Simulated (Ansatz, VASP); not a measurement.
## Bi (Bismuth): VASP beside Ansatz

One calculation is typed for both programs; each brings its own data sets and cutoff. How far apart do they land? The cell is taken from a series of runs on this material, whose earlier steps may have relaxed, scaled, displaced or heated it; both programs get it as it stands.

Calculated with Ansatz 0.2.0; plane waves, with VASP 6.6.1 beside it; single point at PBE with D3(BJ), spin-orbit coupling.

### 1. The structure

It takes space group R-3m (No. 166, trigonal). The conventional cell has a = 4.524 Å, b = 4.524 Å, c = 11.771 Å, α = 90.00°, β = 90.00°, γ = 120.00°. Nearest to Bi lie 3 Bi at 3.07 Å.

As a file:

```cif
data_structure
_symmetry_space_group_name_H-M 'R-3m:H'
_symmetry_Int_Tables_number 166
_cell_length_a 4.5237
_cell_length_b 4.5237
_cell_length_c 11.7707
_cell_angle_alpha 90.000
_cell_angle_beta 90.000
_cell_angle_gamma 120.000
_cell_volume 208.60
loop_
_atom_site_label
_atom_site_type_symbol
_atom_site_symmetry_multiplicity
_atom_site_Wyckoff_symbol
_atom_site_fract_x
_atom_site_fract_y
_atom_site_fract_z
_atom_site_occupancy
Bi1 Bi 6 c 0.33333 0.66667 0.90213 1
```

### 2. Ansatz: single point, PBE with D3(BJ), spin-orbit coupling

Ansatz runs on its fully relativistic PAW (standard-fr) files.

With cell and atoms fixed, the geometry can't cause a difference; cores, projectors, grids and the points listed under the comparison can.

Contents of input.yaml:

```yaml
crystal:
  lattice:
    - [2.2618404156, 1.3058741728, 3.9235669357]
    - [-2.2618404156, 1.3058741728, 3.9235669357]
    - [0.0, -2.6117483457, 3.9235669357]
  atoms:
    - { symbol: Bi, position: [0.2354673331, 0.2354673331, 0.2354673331] }
    - { symbol: Bi, position: [0.7645326669, 0.7645326669, 0.7645326669] }
hamiltonian:
  xc: pbe
  pseudopotentials: { kind: paw_fr }
  dispersion: d3bj
magnetization:
  noncollinear: true
  spin_orbit: true
kpoints:
  mp_grid: { grid: [5, 5, 5] }
  band_path:
    path:
      - [0.0, 0.0, 0.0]
      - [0.13333, 0.0, 0.0]
      - [0.3, 0.0, 0.0]
      - [0.46667, 0.0, 0.0]
      - [0.5, 0.0481, -0.0481]
      - [0.5, 0.12828, -0.12828]
      - [0.5, 0.20845, -0.20845]
      - [0.72489, 0.5, 0.27511]
      - [0.63839, 0.5, 0.36161]
      - [0.5519, 0.5, 0.4481]
      - [0.46667, 0.46667, 0.46667]
      - [0.3, 0.3, 0.3]
      - [0.13333, 0.13333, 0.13333]
      - [0.0, 0.0, 0.0]
      - [0.12342, 0.0, -0.12342]
      - [0.22215, 0.0, -0.22215]
      - [0.34557, 0.0, -0.34557]
      - [0.60379, 0.39621, 0.0]
      - [0.56055, 0.43945, 0.0]
      - [0.5173, 0.4827, 0.0]
      - [0.5173, 0.5173, 0.03207]
      - [0.56055, 0.56055, 0.11224]
      - [0.60379, 0.60379, 0.19241]
      - [0.62109, 0.62109, 0.25782]
      - [0.57785, 0.57785, 0.34431]
      - [0.5346, 0.5346, 0.4308]
      - [0.5, 0.0, 0.0]
      - [0.58649, 0.12342, 0.12342]
      - [0.67299, 0.24684, 0.24684]
      - [0.75948, 0.37026, 0.37026]
    npoints: 1
scf:
  occupations: { method: methfessel_paxton, width: 0.2 }
  n_extra_bands: 14
output:
  forces: true
  stress: true
  eigenvalues: true
```

The run is started by

```bash
ansatz run input.yaml --threads 2 --pin off --max-ram 4608MiB --backend cpu --events-out ev --progress --plain --runs-dir out
```

Numbers of over 12 decimals in the logs are rounded to 6 here.

The program printed:

```text
scf.n_extra_bands = 14 over 30 filled bands (N_el = 30.0): the run solves 44 bands
Engine: ansatz 0.2.0, aarch64-unknown-linux-gnu
Pseudopotentials: kind: paw_fr
Pseudopotential: Bi, paw_fr, valence charge 15, recommended cutoff 420 eV (normal), Bi.paw.azcp#standard-fr
Functional definition: PBE
  parameter kappa = 0.804
  parameter beta = 0.066725
  exchange = pbe_x(kappa = kappa, mu = beta*pi^2/3)
  correlation = pbe_c(beta = beta)
non-collinear run that drives no moment, with spin-orbit: no starting moment large enough to seed its density (crystal.atoms[].spin), no starting occupations that ask for one, no magnetisation constraint and no magnetic field, so the semilocal B_xc is pinned to zero
Crystal: 2 atoms, lattice volume = 69.534 Å³
Basis set: ecut = 420 eV, 1333 PW (Γ), exchange–correlation on 64×64×64 points (8 copies of the dense FFT grid, shifted against one another)
Bands: 44, of which v1, the nominal top of the filled ones, is band 30 counted from 1 (29 counted from 0)
Symmetry: 12 space group operations + 12 with time reversal
Magnetic group: BNS 166.98 (UNI 1328), of the structure as read, at distance tolerance 4.1e-5 Å
k-points: 19 of 125
Projection manifold: j_resolved (fully-relativistic pseudo-atomic orbitals)
Non-local potential: Bi, projectors of the file, l = 0: 2, l = 1: 4, l = 2: 4, l = 3: 4
PAW form: soft (Blöchl's): semilocal exchange-correlation on the pseudo side does not see the compensation charge
PAW one-centre angular grid: Bi, 590 points (default); XC on 96 Gauss nodes
Initial density: superposition of atomic densities (chi_scale 0.1, normalization cell)
Initial wavefunctions: pseudopotential atomic-orbital guess
Functional: x = pbe(κ = 0.804, μ = 0.219515), c = pbe(β = 0.066725)
SCF iter   1: F=—  HF=-24877.756168 eV  |F-HF|=—  |Δ(HF+E_count)|=         —  Δρ=9.51e-3  dr2=6.53e-2  dr2_m=0.00e0 (ungated)  ethr=3.10e-3  |M|=0.00e0 ∫|m|=0.00e0 μB  |m|>n=0.0e0 m-floor=0.0e0 τ_xc=0.0e0  β_m=0.30  ⟨swp⟩=8.3  Hψ=2256  notcnv=0  defer=22
preconditioner: auto → none  [insulator: Δε(μ)=0.238 eV  Ē_g=22.396 eV  σ=0.200 eV  W_gap=0.61  n_scr=14 (ndim 8)  ℏωp=24.4 eV  f_vac=0.000  D(μ)=0.41/eV (n_scr^D=0)  ε∞_Penn≈2.2]
SCF iter   2: F=—  HF=-24877.754826 eV  |F-HF|=—  |Δ(HF+E_count)|=   1.34e-3  S|Δr|=    0.00e0  Δρ=6.49e-3  dr2=2.76e-2  dr2_m=0.00e0 (ungated)  ethr=2.18e-4  |M|=0.00e0 ∫|m|=0.00e0 μB  |m|>n=0.0e0 m-floor=0.0e0 τ_xc=0.0e0  β_m=0.57  ⟨swp⟩=1.0  Hψ=494  notcnv=0  defer=22
SCF iter   3: F=—  HF=-24877.756403 eV  |F-HF|=—  |Δ(HF+E_count)|=   1.58e-3  S|Δr|=    0.00e0  Δρ=1.15e-3  dr2=6.79e-4  dr2_m=0.00e0 (ungated)  ethr=9.21e-5  |M|=0.00e0 ∫|m|=0.00e0 μB  |m|>n=0.0e0 m-floor=0.0e0 τ_xc=0.0e0  β_m=0.57  ⟨swp⟩=2.0  Hψ=640  notcnv=0  defer=22
SCF iter   4: F=—  HF=-24877.756379 eV  |F-HF|=—  |Δ(HF+E_count)|=   2.42e-5  S|Δr|=    0.00e0  Δρ=3.25e-4  dr2=4.03e-5  dr2_m=0.00e0 (ungated)  ethr=2.26e-6  |M|=0.00e0 ∫|m|=0.00e0 μB  |m|>n=0.0e0 m-floor=0.0e0 τ_xc=0.0e0  β_m=0.66  ⟨swp⟩=3.0  Hψ=646  notcnv=0  defer=22
SCF iter   5: F=—  HF=-24877.756306 eV  |F-HF|=—  |Δ(HF+E_count)|=   7.32e-5  S|Δr|=    0.00e0  Δρ=4.00e-5  dr2=1.19e-6  dr2_m=0.00e0 (ungated)  ethr=1.34e-7  |M|=0.00e0 ∫|m|=0.00e0 μB  |m|>n=0.0e0 m-floor=0.0e0 τ_xc=0.0e0  β_m=0.72  ⟨swp⟩=2.0  Hψ=450  notcnv=0  defer=22
SCF iter   6: F=—  HF=-24877.756306 eV  |F-HF|=—  |Δ(HF+E_count)|=   6.46e-9  S|Δr|=    0.00e0  Δρ=1.98e-5  dr2=2.99e-7  dr2_m=0.00e0 (ungated)  ethr=3.33e-10  |M|=0.00e0 ∫|m|=0.00e0 μB  |m|>n=0.0e0 m-floor=0.0e0 τ_xc=0.0e0  β_m=0.67  ⟨swp⟩=11.6  Hψ=2268  notcnv=0
SCF iter   7: F=-24877.756306 eV  HF=-24877.756306 eV  |F-HF|=4.54e-9  |Δ(HF+E_count)|=   4.23e-8  S|Δr|=    0.00e0  Δρ=4.37e-6  dr2=9.73e-9  dr2_m=0.00e0 (ungated)  ethr=3.33e-10  |M|=0.00e0 ∫|m|=0.00e0 μB  |m|>n=0.0e0 m-floor=0.0e0 τ_xc=0.0e0  ⟨swp⟩=5.1  Hψ=1358  notcnv=0
SCF 1 converged in 7 iterations: F = -24877.756306 eV  dr2 = 9.73e-9
  greatest PAW one-centre occupation: 0.986 electrons in one spin orbital (limit 2), on the Bi atom at site 0 (counted from 0), in its partial waves of l = 2
NSCF: frozen V_eff on 30 k-points
SCF converged after 7 iterations
Stability not checked: this state was not tested for a lower state beside it, because cold or Methfessel-Paxton smearing, or corrected tetrahedra, fill the levels in a way that the test cannot read (fill_not_monotonic; see scf.lower_state_search)
Magnetization: |M| = 0.0000 μB,  M = (+0.0000, +0.0000, +0.0000) μB
Absolute magnetization: 0.0000 μB (∫|m|)
  site 0: m = (+0.0000, +0.0000, +0.0000) μB, |m| = 0.0000 μB  (R = 1.27 Å)
  site 1: m = (+0.0000, +0.0000, +0.0000) μB, |m| = 0.0000 μB  (R = 1.27 Å)
Free energy (F): -24877.756306 eV
Harris-Foulkes:  -24877.756306 eV  (|F-HF|=4.54e-9)
Internal energy: -24877.757282 eV  (E = F + TS)
E sigma→0 (E₀):  -24877.756550 eV
Entropy (-TS):   0.000976 eV (0.488 meV/atom)
Fermi energy:    9.851697 eV
Step filling:    the computed levels leave a gap of 0.0683 eV = 0.3 smearing widths at the electron count; against every level under it full and every level over it empty, smearing changes F+E_penalty+E_count by -0.239 meV and its σ→0 estimate by -0.483 meV
--- Per-component energies (eV) ---
  E_band       = -208.632821
  E_kinetic    = 608.747944
  E_local      = -3099.159497  (includes V_loc(G=0)·N_el)
  E_nonlocal   = 1120.922788
  E_hartree    = 1012.592151
  E_xc         = -303.745011
  E_vxc        = -289.577358  (∫ρ·V_xc dr)
  E_paw        = -21411.855861  (= ΣΔE_a)
  E_vpaw       = -574.747078  (= ΣTr[D̂ρ^β])
  E_aug_tail   = -0.000758  (compensation charges beyond the density's cutoff)
  E_ewald      = -2804.340302
  E_disp       = -0.918736  (pairwise vdW)
  E_smearing   = 0.000976  (= −TS)
  E_closure    = -0.000000  (closes the sum)
  Σ components = -24877.756306   (vs F -24877.756306, Δ=0.00e0)
--- Forces (eV/Å), atoms counted from 1 ---
  atom   1  Bi     0.00000000    -0.00000000     0.08035081
  atom   2  Bi     0.00000000     0.00000000    -0.08035081
  max |Σ_I F_I| component: 9.25e-18 eV/Å
--- Stress (GPa, compression-positive) ---
        1.139760      -0.000000      -0.000000
       -0.000000       1.139760       0.000000
        0.000000       0.000000       0.606314
  P = ⅓ Tr σ = 0.9619 GPa (9.619 kbar)
--- Band table (eV; the first three rows and the last of 19) ---
  k-point 0: bands = [... 26 lower, 9.1527, 9.1527, 9.3981, 9.3981, 10.9028, 10.9028, 13.3348, 13.3348, ... 10 higher]
  k-point 1: bands = [... 26 lower, 9.0384, 9.0384, 9.3412, 9.3412, 10.4334, 10.4334, 12.2069, 12.2069, ... 10 higher]
  k-point 2: bands = [... 26 lower, 8.3944, 8.3944, 9.6322, 9.6322, 9.9476, 9.9476, 10.8245, 10.8245, ... 10 higher]
  k-point 18: bands = [... 26 lower, 7.6916, 7.6916, 8.9552, 8.9552, 10.9861, 10.9861, 12.2454, 12.2454, ... 10 higher]
```

### 3. VASP: single point, PBE with D3(BJ), spin-orbit coupling

The same cell, functional, mesh and smearing now go to VASP, with its own data sets and cutoff.

Lines of VASP's logs that name or quote its potential files are left out, and so is its time.

Contents of INCAR:

```
SYSTEM = Bi
PREC = Accurate
ENCUT = 520
EDIFF = 1E-06
NELM = 100
ISMEAR = 1
SIGMA = 0.2
LREAL = .FALSE.
ALGO = Normal
GGA = PE
IVDW = 12
LNONCOLLINEAR = .TRUE.
MAGMOM = 0 0 0 0 0 0
NBANDS = 46
GGA_COMPAT = .FALSE.
LASPH = .TRUE.
LSORBIT = .TRUE.
LORBIT = 11
LWAVE = .FALSE.
LCHARG = .FALSE.
KPAR = 2
ISIF = 2
```

Contents of POSCAR:

```
Bi
1.0
    2.2618404156      1.3058741728      3.9235669357
   -2.2618404156      1.3058741728      3.9235669357
    0.0000000000     -2.6117483457      3.9235669357
Bi
2
Direct
    0.2354673331      0.2354673331      0.2354673331
    0.7645326669      0.7645326669      0.7645326669
```

Contents of KPOINTS:

```
Automatic mesh
0
Gamma
5 5 5
0 0 0
```

The projector-augmented-wave data sets are Bi_d_GW (PBE family, release 64).

The run is started by

```bash
mpirun -np 2 vasp_ncl
```

The program printed:

```text
[banner, memory and clock lines left out]
running    2 mpi-ranks, on    1 nodes
 distrk:  each k-point on    1 cores,    2 groups
 distr:  one band on    1 cores,    1 groups

 POSCAR found type information on POSCAR Bi
 POSCAR found :  1 types and       2 ions
 LDA part: xc-table for (Slater+PW92), standard interpolation
 POSCAR, INCAR and KPOINTS ok, starting setup
 FFT: planning ... GRIDC
 FFT: planning ... GRID_SOFT
 FFT: planning ... GRID
 WAVECAR not read
 entering main loop
       N       E                     dE             d eps       ncg     rms          rms(c)
DAV:   1     0.635150321244E+03    0.63515E+03   -0.19821E+04  2188   0.267E+03
DAV:   2     0.106497842942E+03   -0.52865E+03   -0.51305E+03  1854   0.793E+02
DAV:   3     0.906784574707E+00   -0.10559E+03   -0.10268E+03  2494   0.444E+02
DAV:   4    -0.944644347477E+01   -0.10353E+02   -0.10285E+02  2856   0.161E+02
DAV:   5    -0.987718838185E+01   -0.43074E+00   -0.43051E+00  2832   0.374E+01    0.379E+00
DAV:   6    -0.988133225913E+01   -0.41439E-02   -0.12134E-01  2746   0.591E+00    0.235E+00
DAV:   7    -0.987944427232E+01    0.18880E-02   -0.14620E-02  2656   0.171E+00    0.530E-01
DAV:   8    -0.987957099898E+01   -0.12673E-03   -0.12089E-03  2756   0.558E-01    0.682E-02
DAV:   9    -0.987959948230E+01   -0.28483E-04   -0.33369E-04  2760   0.355E-01    0.295E-02
DAV:  10    -0.987963291772E+01   -0.33435E-04   -0.25071E-05  2610   0.538E-02    0.159E-02
DAV:  11    -0.987964531061E+01   -0.12393E-04   -0.13650E-05  1820   0.287E-02    0.329E-03
DAV:  12    -0.987964555073E+01   -0.24012E-06   -0.54244E-07  1576   0.179E-02
   1 F= -.10798084E+02 E0= -.10798363E+02  d E =0.836335E-03  mag=     0.0000    -0.0000    -0.0000
```

Parts of OUTCAR (step 3):

```text
ion  position               nearest neighbor table
   1  0.235  0.235  0.235-   2 3.07   2 3.07   2 3.07
   2  0.765  0.765  0.765-   1 3.07   1 3.07   1 3.07

  LATTYP: Found a trigonal (rhomboedric) cell.
 ALAT       =     4.7133434969
 COS(alpha) =     0.5394299076

 Subroutine GETGRP returns: Found 12 space group operations
 (whereof 12 operations were pure point group operations)

The static configuration has the point symmetry D_3d.

 Found     19 irreducible k-points:

   k-points           NKPTS =     19   k-points in BZ     NKDIM =     19   number of bands    NBANDS=     46

   dimension x,y,z NGX =    36 NGY =   36 NGZ =   36
   dimension x,y,z NGXF=    72 NGYF=   72 NGZF=   72

   ENCUT  =  520.0 eV  38.22 Ry    6.18 a.u.   8.76  8.76  8.76*2*pi/ulx,y,z

   NELECT =      34.0000    total number of electrons

 k-points in reciprocal lattice and weights: Automatic mesh
   0.00000000  0.00000000  0.00000000       0.008
   0.20000000  0.00000000  0.00000000       0.048
   0.40000000  0.00000000  0.00000000       0.048
   0.20000000  0.20000000  0.00000000       0.048
   0.40000000  0.20000000  0.00000000       0.096
  -0.40000000  0.20000000  0.00000000       0.096
  -0.20000000  0.20000000  0.00000000       0.048
   0.40000000  0.40000000  0.00000000       0.048
  -0.40000000  0.40000000  0.00000000       0.048
[...]
0.40000000  0.40000000  0.40000000       0.016
  -0.40000000  0.40000000  0.40000000       0.048

 average (electrostatic) potential at core
       1 -56.7594       2 -56.7594

 E-fermi :   3.0222

 k-point     1 :       0.0000    0.0000    0.0000
  band No.  band energies     occupation
    ...
     30       0.2459      1.00000
     31       2.3054      1.00000
     32       2.3054      1.00000
     33       2.5497      1.00210
     34       2.5497      1.00210
     35       4.2093     -0.00000
     36       4.2093     -0.00000
     37       6.5051     -0.00000
     38       6.5051     -0.00000
     39       6.8079     -0.00000
    ...

 k-point     2 :       0.2000    0.0000    0.0000
  band No.  band energies     occupation
    ...
     30       0.4608      1.00000
     31       2.2183      1.00000
     32       2.2183      1.00000
     33       2.4958      1.00063
     34       2.4958      1.00063
     35       3.6929     -0.00001
     36       3.6929     -0.00001
     37       5.3715     -0.00000
     38       5.3715     -0.00000
     39       5.7773     -0.00000
    ...

 k-point     3 :       0.4000    0.0000    0.0000
  band No.  band energies     occupation
    ...
     30       0.9441      1.00000
     31       1.6407      1.00000
     32       1.6407      1.00000
     33       2.7905      1.03472
     34       2.7905      1.03472
     35       3.1236      0.12597
     36       3.1236      0.12597
     37       3.9918     -0.00000
     38       3.9918     -0.00000
     39       4.4396     -0.00000
    ...

 Edisp (eV)   -0.91844

  Total       0.38051     0.38051     0.12846     0.00000    -0.00000     0.00000
  in kB       8.76761     8.76761     2.96003     0.00000    -0.00000     0.00000
  external pressure =        6.83 kB  Pullay stress =        0.00 kB

  energy-cutoff  :      520.00
  volume of cell :       69.53
      direct lattice vectors                 reciprocal lattice vectors
     2.261840416  1.305874173  3.923566936     0.221058920  0.127628427  0.084956709
    -2.261840416  1.305874173  3.923566936    -0.221058920  0.127628427  0.084956709
     0.000000000 -2.611748346  3.923566936     0.000000000 -0.255256854  0.084956709

 POSITION                                       TOTAL-FORCE (eV/Angst)
 -----------------------------------------------------------------------------------
      0.00000     -0.00000      2.77162         0.000000     -0.000000      0.075543
      0.00000     -0.00000      8.99909         0.000000      0.000000     -0.075543
 -----------------------------------------------------------------------------------
    total drift:                               -0.000000     -0.000000     -0.000000

  FREE ENERGIE OF THE ION-ELECTRON SYSTEM (eV)
  ---------------------------------------------------
  free  energy   TOTEN  =       -10.7980843528 eV

  energy  without entropy=      -10.7989206875  energy(sigma->0) =      -10.79836313

 Spin-Orbit-Coupling matrix elements
 Ion:    1  E_soc:     -2.2315201
 Ion:    2  E_soc:     -2.2315201

 total charge
# of ion       s       p       d       f       tot
--------------------------------------------------
    1        3.537   1.368   9.923   0.011  14.838
    2        3.537   1.368   9.923   0.011  14.838
--------------------------------------------------
tot          7.073   2.736  19.845   0.022  29.676

 magnetization (x)
# of ion       s       p       d       f       tot
--------------------------------------------------
    1        0.000   0.000  -0.000   0.000   0.000
    2        0.000   0.000  -0.000   0.000   0.000
--------------------------------------------------
tot          0.000   0.000  -0.000   0.000   0.000

 magnetization (y)
# of ion       s       p       d       f       tot
--------------------------------------------------
    1        0.000   0.000   0.000  -0.000  -0.000
    2        0.000   0.000   0.000   0.000   0.000
--------------------------------------------------
tot          0.000   0.000   0.000   0.000   0.000

 magnetization (z)
# of ion       s       p       d       f       tot
--------------------------------------------------
    1        0.000   0.000   0.000   0.000   0.000
    2        0.000   0.000   0.000   0.000   0.000
--------------------------------------------------
tot          0.000   0.000   0.000   0.000   0.000

[... 3 further parts left out ...]
```

The gap is under twice the smearing width, so the edge states are partly filled and the run can't tell a small gap from a semimetal. VASP adds spin-orbit coupling inside the spheres on scalar-relativistic partial waves, which describe the 6p1/2 states imperfectly, so such gaps can be off by a tenth of an eV or more. Methfessel-Paxton smearing is not meant for a cell with a gap.

### 4. Differences

Known differences besides the potentials themselves: spin-orbit coupling enters by fully relativistic files in Ansatz and inside the spheres in VASP; the data sets hold 30 valence electrons in Ansatz (fully relativistic PAW (standard-fr) files) and 34 in VASP; the cutoff is 420 eV in Ansatz and 520 eV in VASP. Total energies have different zeros and are not compared.

The two programs side by side:

```tsv
quantity	Ansatz	VASP	difference
pressure (GPa)	0.96	0.68	+0.28
```

Forces (eV/Å; atoms numbered as in POSCAR):

```tsv
atom	Ansatz x, y, z	VASP x, y, z
Bi1	0.000, 0.000, 0.080	0.000, 0.000, 0.076
Bi2	0.000, 0.000, -0.080	0.000, 0.000, -0.076
```

The forces differ by 2.8 meV/Å r.m.s., which is 6.4 % of the r.m.s. force of 0.04 eV/Å (both taken over all components). Our record labels this cell a metal in Ansatz alone; each run is judged by its own test, so with a small gap or wide smearing the label says little about the levels.

### 5. Summary of results

| Quantity | Value |
| --- | --- |
| r.m.s. force difference (single point, PBE with D3(BJ), spin-orbit coupling) | 2.8 meV/Å |

What this shows: The r.m.s. force difference is 2.8 meV/Å (single point, PBE with D3(BJ), spin-orbit coupling), within the 12 meV/Å picked in this series as the mark of a large difference. What causes the difference of the single point, PBE with D3(BJ), spin-orbit coupling pair stays open here. How closely two codes agree says nothing of how well the functional describes the real material.

[Lines on the potential files, build, host, timing and source positions are cut from VASP's logs without a mark.]

[Logs are printed without paths, hosts, clocks, repeated set-up lines and the standing remarks that a program may print on its own settings, such as how far it seeks lower states.]

[Hosts, paths, dates, database ids (printed as entryN), source tags and the programs' standing remarks are cut or masked in the printed files.]
